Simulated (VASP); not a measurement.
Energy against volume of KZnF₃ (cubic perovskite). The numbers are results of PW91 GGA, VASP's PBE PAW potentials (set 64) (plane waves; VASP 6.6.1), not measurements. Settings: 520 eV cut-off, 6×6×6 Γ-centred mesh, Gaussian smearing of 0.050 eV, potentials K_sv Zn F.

| V (Å³/atom) | E (eV/atom) |
|---|---|
| 13.580 | -4.10819 |
| 14.000 | -4.11229 |
| 14.420 | -4.11077 |
| 14.840 | -4.10438 |

Q: Fit these four points and predict the energy of the run at 13.160 Å³/atom.

A: A cubic in V^(−2/3), the third-order Birch-Murnaghan form, passes through the four points with V0 = 14.09 Å³/atom and B0 = 70 GPa, and gives -4.0976 eV/atom there. The run gave -4.0972 eV/atom, +0.4 meV/atom from the fit; all five points give B0 = 70 GPa.

The compound is KZnF3 in the cubic perovskite structure. It was relaxed first, which changed the volume by +6 %.
